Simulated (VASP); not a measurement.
Energy against volume of SiC (wurtzite). All values below come from PBE GGA, VASP's PBE PAW potentials (set 64) (plane waves; VASP). Numerical set-up: 520 eV cut-off, 8×8×5 Γ-centred mesh, Gaussian smearing of 0.050 eV, potentials Si C.

Shape and ions are relaxed at each volume.

```
V (Å³/atom)  E (eV/atom)
-----------  -----------
9.871           -7.49926
10.186          -7.52056
10.501          -7.52725
10.816          -7.52135
```

**Question.** Fit these four points and predict the energy of the run at 11.131 Å³/atom.

**Answer.** A cubic in V^(−2/3), the third-order Birch-Murnaghan form, passes through the four points with V0 = 10.50 Å³/atom and B0 = 213 GPa, and gives -7.5046 eV/atom there. The run gave -7.5046 eV/atom, +0.0 meV/atom from the fit; all five points give B0 = 213 GPa.

The compound is SiC in the wurtzite structure, the rare 2H polytype. It was relaxed first.
